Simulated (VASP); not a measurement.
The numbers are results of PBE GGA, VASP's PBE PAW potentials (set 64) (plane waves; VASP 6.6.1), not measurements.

Input for VASP

**KPOINTS**
```
Automatic mesh
0
Gamma
16 16 16
0 0 0
```

### POSCAR
```
WB
4.4723990
  0.0000000000   0.4999999619   0.4999999619
  0.4999999619   0.0000000000   0.4999999619
  0.4999999619   0.4999999619   0.0000000000
W B
1 1
Direct
  0.0000000000   0.0000000000   0.0000000000
  0.5000000000   0.5000000000   0.5000000000
```

INCAR:
```
PREC = Accurate
LWAVE = .FALSE.
ENCUT = 520
LASPH = .TRUE.
NELM = 100   ! most electronic steps
LORBIT = 11   ! lm-projected
GGA = PE   ! PBE
ALGO = Normal   ! blocked Davidson
NEDOS = 601   ! DOS grid
ISIF = 2
SYSTEM = WB
EDIFF = 1E-7   ! SCF stop (eV)
LCHARG = .TRUE.
LREAL = .FALSE.
LMAXMIX = 6   ! l cut-off of mixed one-centre charges
ISMEAR = -5   ! tetrahedra, Bloechl
```

POTCAR, in this order: W_sv B (PBE.64 set). Program: vasp_std.

What VASP printed:

File OUTCAR:
```
 ion  position               nearest neighbor table
   1  0.000  0.000  0.000-   2 2.24   2 2.24   2 2.24   2 2.24   2 2.24   2 2.24
   2  0.500  0.500  0.500-   1 2.24   1 2.24   1 2.24   1 2.24   1 2.24   1 2.24
  LATTYP: Found a face centered cubic cell.
 ALAT       =     4.4723986592
 Subroutine PRICEL returns:
 Original cell was already a primitive cell.
 Subroutine GETGRP returns: Found 48 space group operations
The static configuration has the point symmetry O_h .
The dynamic configuration has the point symmetry O_h .
 Subroutine INISYM returns: Found 48 space group operations
 Subroutine IBZKPT returns following result:
 Found    145 irreducible k-points:

 Following reciprocal coordinates:
            Coordinates               Weight
  0.000000  0.000000  0.000000      1.000000
  0.062500  0.000000  0.000000      8.000000
  0.125000  0.000000  0.000000      8.000000
  0.187500  0.000000  0.000000      8.000000
  0.250000  0.000000  0.000000      8.000000
  0.312500  0.000000  0.000000      8.000000
  0.375000  0.000000  0.000000      8.000000
  0.437500  0.000000  0.000000      8.000000
  0.500000  0.000000  0.000000      4.000000
...
```

File OSZICAR:
```
       N       E                     dE             d eps       ncg     rms          rms(c)
DAV:   1     0.961173359325E+02    0.96117E+02   -0.88637E+03  3484   0.149E+03
DAV:   2    -0.199995416323E+02   -0.11612E+03   -0.11221E+03  3808   0.370E+02
DAV:   3    -0.229038736871E+02   -0.29043E+01   -0.28498E+01  4324   0.538E+01
DAV:   4    -0.229314436000E+02   -0.27570E-01   -0.27485E-01  3724   0.531E+00
DAV:   5    -0.229316772674E+02   -0.23367E-03   -0.23374E-03  4164   0.506E-01    0.295E+01
DAV:   6    -0.199744317333E+02    0.29572E+01   -0.11209E+01  3536   0.304E+01    0.637E+00
DAV:   7    -0.199551331532E+02    0.19299E-01   -0.14185E-01  3724   0.382E+00    0.362E+00
DAV:   8    -0.199404106069E+02    0.14723E-01   -0.14144E-02  3780   0.123E+00    0.170E-01
DAV:   9    -0.199403983696E+02    0.12237E-04   -0.96627E-04  3704   0.262E-01    0.647E-02
DAV:  10    -0.199403799934E+02    0.18376E-04   -0.19774E-04  3632   0.164E-01    0.115E-02
DAV:  11    -0.199404044203E+02   -0.24427E-04    0.39014E-03  3940   0.329E-02    0.353E-03
DAV:  12    -0.199404056705E+02   -0.12502E-05   -0.17722E-05  3604   0.710E-03    0.123E-03
DAV:  13    -0.199404051851E+02    0.48540E-06   -0.62619E-08  1904   0.216E-03    0.214E-04
DAV:  14    -0.199404051716E+02    0.13502E-07   -0.45050E-09  1812   0.750E-04
   1 F= -.19940405E+02 E0= -.19940405E+02  d E =0.000000E+00
```

File OUTCAR:
```
------------------------ aborting loop because EDIFF is reached ----------------------------------------
  FORCE on cell =-STRESS in cart. coord.  units (eV):
  Direction    XX          YY          ZZ          XY          YZ          ZX
  --------------------------------------------------------------------------------------
  Total       -0.0126327     -0.0126327     -0.0126327      0.0000000     -0.0000000      0.0000000
  in kB       -0.9049915     -0.9049915     -0.9049915      0.0000000     -0.0000000      0.0000000
  external PRESSURE =      -0.9049915 kB  Pullay stress =       0.0000000 kB
  volume of cell :       22.36
      direct lattice vectors                 reciprocal lattice vectors
     0.000000000  2.236199330  2.236199330    -0.223593663  0.223593663  0.223593663
     2.236199330  0.000000000  2.236199330     0.223593663 -0.223593663  0.223593663
     2.236199330  2.236199330  0.000000000     0.223593663  0.223593663 -0.223593663
 POSITION                                       TOTAL-FORCE (eV/Angst)
 -----------------------------------------------------------------------------------
      0.00000      0.00000      0.00000        -0.000000     -0.000000      0.000000
      2.23620      2.23620      2.23620         0.000000      0.000000     -0.000000
 -----------------------------------------------------------------------------------
    total drift:                                0.000000     -0.000000     -0.000000
  FREE ENERGIE OF THE ION-ELECTRON SYSTEM (eV)
  ---------------------------------------------------
  free  energy   TOTEN  =       -19.9404051716 eV

  energy  without entropy=      -19.9404051716  energy(sigma->0) =      -19.94040517

 total charge

# of ion       s       p       d       tot
------------------------------------------
    1        2.318   6.349   3.414  12.081
    2        0.742   1.250   0.000   1.992
--------------------------------------------------
tot          3.060   7.599   3.414  14.073
```
(Selected blocks of OUTCAR.)

For a metal the tetrahedron method with Blöchl corrections gives inexact stress and forces.

The structure was generated: WB was put into the rock salt type (Fm-3m), which need not be its known phase. It was relaxed first, which changed the volume by -40 %. The electron count is odd and the run is not spin-polarised, which forces a metal.
